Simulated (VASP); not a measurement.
A convergence study with VASP on Cu₃Au (L1_2): one setting is varied, all else stays as given below, so the limit is that of these other settings. ε∞ is the independent-particle value.

```yaml
crystal:
  lattice:
    - [3.75000, 0.00000, 0.00000]
    - [0.00000, 3.75000, 0.00000]
    - [0.00000, 0.00000, 3.75000]
  atoms:
    - { symbol: Cu, position: [0.00000, 0.50000, 0.50000] }
    - { symbol: Cu, position: [0.50000, 0.00000, 0.50000] }
    - { symbol: Cu, position: [0.50000, 0.50000, 0.00000] }
    - { symbol: Au, position: [0.00000, 0.00000, 0.00000] }
```

Level of theory: PBE GGA, VASP's PBE PAW potentials (set 64) (plane waves; VASP). The tightest run used: 550 eV cut-off, 7×7×7 Γ-centred mesh, first-order Methfessel-Paxton smearing of 0.10 eV, potentials Cu Au.

```csv
setting,E (eV/atom),bands
NBANDS = 23,-3.6383,23
NBANDS = 24,-3.6418,24
NBANDS = 26,-3.6418,26
```

Question: These are the cheaper rows. Estimate the results at NBANDS = 150, and how far the last row shown lies from them.

Answer: 
```
quantity     tightest run  last row shown is off by
-----------  ------------  ------------------------
E (eV/atom)       -3.6418                    0.0000
```

VASP warned of too few bands at NBANDS = 23; NBANDS = 24.

Left out are rungs that failed or repeat a setting and relaxations that didn't move; long series are thinned to 24 rows.

The compound is Cu3Au in the L1_2 structure. The cell was not relaxed at this level. VASP warned that the highest band is occupied, so more bands are needed.
